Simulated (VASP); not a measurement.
# Lattice of AlGe2Ru3 across functionals and dispersion corrections

Wanted: equilibrium cells of AlGe2Ru3 at many levels, with their cost. The levels: PBE, LDA, PBEsol, r2SCAN, PBE + D3(BJ), TPSS + TS, RPBE, vdW-DF-cx and vdW-DF2. The cell is invented: it takes the structure of a Materials Project entry for YSi2Ru3 (space group 191 there), with some of its atoms replaced by other elements, volume scaled by an estimate. It may not be a known or stable phase. LASPH is on for some levels and off for others; the table marks which.

Program: VASP 6.6.1. Level of theory: PBE; plane waves and PAW (Ru_pv, Ge_d, Al), in the first sound run; inputs show where later runs differ. Results are calculated unless marked as measured.

**1. The starting structure**

Before any relaxation, the start is as follows. Symmetry: P6/mmm, No. 191, hexagonal system. Conventional cell: a = 5.340 Å, b = 5.340 Å, c = 3.483 Å, α = 90.00°, β = 90.00°, γ = 120.00°. Nearest to Ru lie 4 Ge at 2.33 Å and 4 Ru at 2.67 Å and 4 Al at 3.19 Å. Nearest to Ge lie 6 Ru at 2.33 Å and 3 Ge at 3.08 Å and 3 Al at 3.08 Å. Nearest to Al lie 6 Ge at 3.08 Å and 12 Ru at 3.19 Å. It derives from YSi2Ru3. it takes the structure of a Materials Project entry for YSi2Ru3 (space group 191 there), with some of its atoms replaced by other elements, volume scaled by an estimate. Farther neighbours are not listed.

**2. Relaxation with PBE**

Properties are meant for the cell that this level of theory prefers, so cell and atoms are relaxed first (ISIF = 3) until forces and stress are small; EDIFFG sets the threshold. PBE, the usual starting point, adds the gradient of the density.

The input, INCAR:

```
SYSTEM = AlGe2Ru3
PREC = Accurate
ENCUT = 520
EDIFF = 1E-06
NELM = 100
ISMEAR = -1
SIGMA = 0.05
LREAL = .FALSE.
ALGO = Normal
GGA = PE
LORBIT = 11
LWAVE = .FALSE.
LCHARG = .FALSE.
KPAR = 2
IBRION = 2
NSW = 60
ISIF = 3
EDIFFG = -0.01
```

The input, POSCAR:

```
AlGe2Ru3
1.0
    5.3398700000      0.0000000000      0.0000000000
   -2.6699350000      4.6244630000      0.0000000000
    0.0000000000      0.0000000000      3.4829090000
Ru Ge Al
3 2 1
Direct
    0.5000000000      0.5000000000      0.5000000000
    0.5000000000      0.0000000000      0.5000000000
    0.0000000000      0.5000000000      0.5000000000
    0.6666666700      0.3333333300      0.0000000000
    0.3333333300      0.6666666700      0.0000000000
    0.0000000000      0.0000000000      0.0000000000
```

The input, KPOINTS:

```
Automatic mesh
0
Gamma
5 5 7
0 0 0
```

PAW data sets: Ru_pv, Ge_d and Al (PBE family, release 64).

On the command line:

```console
mpirun -np 2 vasp_std
```

Log:

```text
[banner, memory and clock lines left out]
running    2 mpi-ranks, on    1 nodes
 distrk:  each k-point on    1 cores,    2 groups
 distr:  one band on    1 cores,    1 groups

 POSCAR found type information on POSCAR RuGeAl
 POSCAR found :  3 types and       6 ions
 LDA part: xc-table for (Slater+PW92), standard interpolation
 POSCAR, INCAR and KPOINTS ok, starting setup
 FFT: planning ... GRIDC
 FFT: planning ... GRID_SOFT
 FFT: planning ... GRID
 WAVECAR not read
 entering main loop
       N       E                     dE             d eps       ncg     rms          rms(c)
DAV:   1     0.908210717794E+03    0.90821E+03   -0.38431E+04  2356   0.388E+03
DAV:   2     0.792279718167E+02   -0.82898E+03   -0.81381E+03  1744   0.897E+02
DAV:   3    -0.314393602918E+02   -0.11067E+03   -0.10664E+03  1822   0.215E+02
DAV:   4    -0.385366592218E+02   -0.70973E+01   -0.69031E+01  2005   0.578E+01
DAV:   5    -0.387586231267E+02   -0.22196E+00   -0.22155E+00  2124   0.102E+01    0.286E+01
DAV:   6    -0.375642640245E+02    0.11944E+01   -0.40006E+00  1985   0.126E+01    0.111E+01
DAV:   7    -0.373311328433E+02    0.23313E+00   -0.12760E+00  2106   0.721E+00    0.629E+00
DAV:   8    -0.372410869709E+02    0.90046E-01   -0.37429E-01  1835   0.381E+00    0.115E+00
DAV:   9    -0.372379337229E+02    0.31532E-02   -0.14435E-02  2238   0.852E-01    0.187E-01
DAV:  10    -0.372375937963E+02    0.33993E-03   -0.27170E-03  1997   0.362E-01    0.683E-02
DAV:  11    -0.372375599236E+02    0.33873E-04   -0.27130E-04  2217   0.109E-01    0.286E-02
DAV:  12    -0.372375644427E+02   -0.45191E-05   -0.15395E-05  2033   0.256E-02    0.763E-03
DAV:  13    -0.372375632932E+02    0.11494E-05   -0.26427E-06  1300   0.200E-02    0.306E-03
DAV:  14    -0.372375633607E+02   -0.67424E-07   -0.47157E-07   977   0.640E-03
   1 F= -.37237563E+02 E0= -.37214337E+02  d E =-.372376E+02
 curvature:   0.00 expect dE= 0.000E+00 dE for cont linesearch  0.000E+00
 trial: gam= 0.00000 g(F)=  0.591E-43 g(S)=  0.991E+01 ort = 0.000E+00 (trialstep = 0.100E+01)
 search vector abs. value=  0.991E+01
 bond charge predicted
       N       E                     dE             d eps       ncg     rms          rms(c)
DAV:   1    -0.286012604265E+03   -0.24878E+03   -0.50850E+03  2113   0.106E+03    0.277E+02
DAV:   2    -0.622183687123E+02    0.22379E+03   -0.11183E+03  1928   0.184E+02    0.122E+02
DAV:   3    -0.432252195180E+02    0.18993E+02   -0.11107E+02  2175   0.898E+01    0.849E+01
DAV:   4    -0.408510880352E+02    0.23741E+01   -0.89938E+00  1972   0.167E+01    0.792E+01
DAV:   5    -0.367897010395E+02    0.40614E+01   -0.74662E+00  2177   0.165E+01    0.228E+01
DAV:   6    -0.357491743138E+02    0.10405E+01   -0.32187E+00  1960   0.829E+00    0.404E+00
DAV:   7    -0.357460949227E+02    0.30794E-02   -0.12002E-01  2274   0.165E+00    0.303E+00
DAV:   8    -0.357374552279E+02    0.86397E-02   -0.22873E-02  2094   0.668E-01    0.835E-01
DAV:   9    -0.357349797979E+02    0.24754E-02   -0.97804E-03  2183   0.589E-01    0.144E-01
DAV:  10    -0.357349782174E+02    0.15805E-05   -0.57830E-04  2061   0.131E-01    0.511E-02
DAV:  11    -0.357349776086E+02    0.60877E-06   -0.46578E-05  2293   0.401E-02    0.163E-02
DAV:  12    -0.357349777490E+02   -0.14037E-06   -0.58455E-06  1669   0.166E-02
   2 F= -.35734978E+02 E0= -.35676829E+02  d E =0.150259E+01
[... from here on, the cycles between the ionic steps are left out ...]
   3 F= -.38794632E+02 E0= -.38756925E+02  d E =-.155707E+01
   4 F= -.38802896E+02 E0= -.38765765E+02  d E =-.156533E+01
   5 F= -.38803371E+02 E0= -.38766424E+02  d E =-.156581E+01
   6 F= -.38846905E+02 E0= -.38807653E+02  d E =-.435335E-01
   7 F= -.38882461E+02 E0= -.38844190E+02  d E =-.790898E-01
   8 F= -.38882759E+02 E0= -.38843676E+02  d E =-.793878E-01
   9 F= -.38882782E+02 E0= -.38843919E+02  d E =-.794112E-01
  10 F= -.38882600E+02 E0= -.38843727E+02  d E =0.182693E-03
 trial-energy change:    0.000183  1 .order    0.000103   -0.000434    0.000639
 step:   0.3735(harm=  0.4893)  dis= 0.00000  next Energy=   -38.882847 (dE=-0.646E-04)
 bond charge predicted
       N       E                     dE             d eps       ncg     rms          rms(c)
DAV:   1    -0.388911649141E+02   -0.85649E-02   -0.13013E-01  2110   0.338E+00    0.717E-01
DAV:   2    -0.388869338335E+02    0.42311E-02   -0.74626E-02  1857   0.150E+00    0.398E-01
DAV:   3    -0.388831026256E+02    0.38312E-02   -0.14515E-02  1907   0.690E-01    0.112E-01
DAV:   4    -0.388828654695E+02    0.23716E-03   -0.12769E-03  2057   0.276E-01    0.400E-02
DAV:   5    -0.388828582219E+02    0.72476E-05   -0.79452E-05  2116   0.819E-02    0.271E-02
DAV:   6    -0.388828617031E+02   -0.34812E-05   -0.16150E-05  2074   0.366E-02    0.407E-03
DAV:   7    -0.388828611916E+02    0.51150E-06   -0.13039E-06  1030   0.141E-02
  11 F= -.38882861E+02 E0= -.38843995E+02  d E =-.789834E-04
 curvature:  -0.25 expect dE=-0.952E-07 dE for cont linesearch -0.344E-07
 trial: gam= 0.00000 g(F)=  0.726E-43 g(S)=  0.388E-06 ort =-0.720E-05 (trialstep = 0.104E+01)
 search vector abs. value=  0.388E-06
 reached required accuracy - stopping structural energy minimisation
```

Wall time 4.5 min (2 MPI ranks of Intel Xeon Platinum 8375C at 2.90GHz (Ice Lake), shared host); peak memory 0.48 GiB.

The logs omit lines about the potential files and the build; timing stands in the text.

OUTCAR, selected parts (step 2):

```text
ion  position               nearest neighbor table
   1  0.500  0.500  0.500-   4 2.33   5 2.33   4 2.33   5 2.33   2 2.67   2 2.67   3 2.67   3 2.67
                             6 3.19   6 3.19   6 3.19   6 3.19
   2  0.500  0.000  0.500-   4 2.33   5 2.33   4 2.33   5 2.33   1 2.67   3 2.67   1 2.67   3 2.67
                             6 3.19   6 3.19   6 3.19   6 3.19
   3  0.000  0.500  0.500-   4 2.33   5 2.33   4 2.33   5 2.33   2 2.67   2 2.67   1 2.67   1 2.67
                             6 3.19   6 3.19   6 3.19   6 3.19
   4  0.667  0.333  0.000-   2 2.33   2 2.33   3 2.33   3 2.33   1 2.33   1 2.33   6 3.08   6 3.08
                             6 3.08
   5  0.333  0.667  0.000-   2 2.33   2 2.33   3 2.33   3 2.33   1 2.33   1 2.33   6 3.08   6 3.08
                             6 3.08
   6  0.000  0.000  0.000-   4 3.08   5 3.08   5 3.08   4 3.08   4 3.08   5 3.08   1 3.19   3 3.19
                             3 3.19   1 3.19   3 3.19   3 3.19   1 3.19   1 3.19   2 3.19   2 3.19

  LATTYP: Found a hexagonal cell.
 ALAT       =     5.3398700000
 C/A-ratio  =     0.6522460285

 Subroutine GETGRP returns: Found 24 space group operations
 (whereof 24 operations were pure point group operations)

The static configuration has the point symmetry D_6h.

 Found     20 irreducible k-points:

   k-points           NKPTS =     20   k-points in BZ     NKDIM =     20   number of bands    NBANDS=     43

   dimension x,y,z NGX =    40 NGY =   40 NGZ =   28
   dimension x,y,z NGXF=    80 NGYF=   80 NGZF=   56

   ENCUT  =  520.0 eV  38.22 Ry    6.18 a.u.   9.93  9.93  6.48*2*pi/ulx,y,z

   NELECT =      73.0000    total number of electrons

 k-points in reciprocal lattice and weights: Automatic mesh
   0.00000000  0.00000000  0.00000000       0.006
   0.20000000  0.00000000  0.00000000       0.034
   0.40000000  0.00000000  0.00000000       0.034
   0.20000000  0.20000000  0.00000000       0.034
   0.40000000  0.20000000  0.00000000       0.034
   0.00000000  0.00000000  0.14285714       0.011
   0.20000000  0.00000000  0.14285714       0.069
   0.40000000  0.00000000  0.14285714       0.069
   0.20000000  0.20000000  0.14285714       0.069
[...]
0.20000000  0.20000000  0.42857143       0.069
   0.40000000  0.20000000  0.42857143       0.069

 average (electrostatic) potential at core
       1 -70.6926       2 -70.6926       3 -70.6926       4 -70.4452       5 -70.4452
       6 -72.7909

 E-fermi :   8.5821

 k-point     1 :       0.0000    0.0000    0.0000
  band No.  band energies     occupation
    ...
     31       6.5572      2.00000
     32       6.5572      2.00000
     33       7.7021      2.00000
     34       8.5018      1.66555
     35       8.5018      1.66555
     36       8.6382      0.49125
     37       8.6382      0.49124
     38       8.7158      0.12897
     39       9.3040      0.00000
     40      10.7202      0.00000
    ...

 k-point     2 :       0.2000    0.0000    0.0000
  band No.  band energies     occupation
    ...
     32       6.8095      2.00000
     33       6.8805      2.00000
     34       8.3232      1.98879
     35       8.3270      1.98791
     36       8.6186      0.65034
     37       8.6823      0.23762
     38       9.6939      0.00000
     39      10.0941      0.00000
     40      10.4110      0.00000
     41      11.7984      0.00000
    ...

 k-point     3 :       0.4000    0.0000    0.0000
  band No.  band energies     occupation
    ...
     33       7.0198      2.00000
     34       7.7095      2.00000
     35       7.7178      2.00000
     36       8.5684      1.13645
     37       8.5968      0.85368
     38      10.4345      0.00000
     39      10.6638      0.00000
     40      11.1636      0.00000
     41      11.5158      0.00000
     42      11.8371      0.00000
    ...

  Total        0.0012956      0.0012956     -0.0067039      0.0000000      0.0000000      0.0000000
  in kB        0.0208338      0.0208338     -0.1078038      0.0000000      0.0000000      0.0000000
  external PRESSURE =      -0.0220454 kB  Pullay stress =       0.0000000 kB

  energy-cutoff  :      520.00
  volume of cell :       99.63
      direct lattice vectors                 reciprocal lattice vectors
     5.435802849  0.000000000 -0.000000000     0.183965465  0.106212513  0.000000000
    -2.717901425  4.707543281 -0.000000000    -0.000000000  0.212425025  0.000000000
     0.000000000 -0.000000000  3.893525498     0.000000000  0.000000000  0.256836638

 POSITION                                       TOTAL-FORCE (eV/Angst)
 -----------------------------------------------------------------------------------
      1.35895      2.35377      1.94676         0.000000      0.000000      0.000000
      2.71790      0.00000      1.94676         0.000000      0.000000      0.000000
     -1.35895      2.35377      1.94676         0.000000      0.000000      0.000000
      2.71790      1.56918     -0.00000         0.000000      0.000000     -0.000000
     -0.00000      3.13836      3.89353        -0.000000     -0.000000      0.000000
      0.00000      0.00000      0.00000         0.000000      0.000000      0.000000
 -----------------------------------------------------------------------------------
    total drift:                               -0.000000     -0.000000     -0.000000

  FREE ENERGIE OF THE ION-ELECTRON SYSTEM (eV)
  ---------------------------------------------------
  free  energy   TOTEN  =       -38.8828611916 eV

  energy  without entropy=      -38.8051283294  energy(sigma->0) =      -38.84399476

 reached required accuracy - stopping structural energy minimisation

 total charge
# of ion       s       p       d       tot
------------------------------------------
    1        0.334   6.228   6.135  12.698
    2        0.334   6.228   6.135  12.698
    3        0.334   6.228   6.135  12.698
    4        1.132   1.245  10.127  12.504
    5        1.132   1.245  10.127  12.504
    6        0.443   0.192   0.000   0.635
--------------------------------------------------
tot          3.709  21.368  38.660  63.737

[... 3 further parts left out ...]
```

This run has no spin polarisation. Its electron count is odd, so without a moment it is a metal by construction. The k-mesh is coarse for a metal. After so large a change of volume the plane waves of the start cell no longer fit, so the final stress carries a basis-set error. The run keeps the 24 symmetry operations of its start, so it cannot find a distortion of lower symmetry.

Step by step:

| step | energy less that of the first step (eV) | largest force (eV/Å) | pressure (GPa) | volume (Å³) |
| --- | --- | --- | --- | --- |
| 1 | 0.0000 | 0.0000 | 36.80 | 86.01 |
| 2 | 1.5026 | 0.0000 | -22.41 | 133.64 |
| 3 | -1.5571 | 0.0000 | -2.52 | 102.48 |
| 4 | -1.5653 | 0.0000 | -1.01 | 101.46 |
| 5 | -1.5658 | 0.0000 | -0.54 | 101.13 |
| 6 | -1.6093 | 0.0000 | -0.40 | 100.62 |
| 7 | -1.6449 | 0.0000 | 0.22 | 99.44 |
| 8 | -1.6452 | 0.0000 | 0.13 | 99.56 |
| 9 | -1.6452 | 0.0000 | 0.20 | 99.53 |
| 10 | -1.6450 | 0.0000 | -0.27 | 99.87 |
| 11 | -1.6453 | 0.0000 | 0.00 | 99.63 |

| conventional cell, symmetrised | before | after | change |
| --- | --- | --- | --- |
| a (Å) | 5.340 | 5.436 | +1.8 % |
| b (Å) | 5.340 | 5.436 | +1.8 % |
| c (Å) | 3.483 | 3.894 | +11.8 % |
| volume (Å³/atom) | 14.33 | 16.61 | +15.8 % |

The relaxed structure:

```xyz
6
Lattice="5.4358 0.0000 0.0000 -2.7179 4.7075 0.0000 0.0000 0.0000 3.8935" Properties=species:S:1:pos:R:3 pbc="T T T"
Ru    1.3590    2.3538    1.9468
Ru    2.7179    0.0000    1.9468
Ru   -1.3590    2.3538    1.9468
Ge    2.7179    1.5692    0.0000
Ge    0.0000    3.1384    0.0000
Al    0.0000    0.0000    0.0000
```

This step gave:

```yaml
electrons: 73
bands: 43
irreducible_k_points: 20
symmetry_operations: 24
free_energy_toten: -38.88 eV
energy_at_zero_smearing: -38.84 eV
fermi_energy: 8.582 eV
pressure: -0.002205 GPa
metallic: yes
scf_cycles_over_all_ionic_steps: 97
```

It ends with forces that vanish by symmetry and a pressure of 0.00 GPa. The conventional cell has a = 5.436 and c = 3.894 Å.

[end of part 1 of 4]

[Lines on the potential files, build, host, timing and source positions are cut from VASP's logs without a mark.]

[Logs are printed without paths, hosts, clocks, repeated set-up lines and the standing remarks that a program may print on its own settings, such as how far it seeks lower states.]

[Hosts, paths, dates, database ids (printed as entryN), source tags and the programs' standing remarks are cut or masked in the printed files.]

[A measured line is paired with the nearest computed mode of its activity, which favours agreement.]
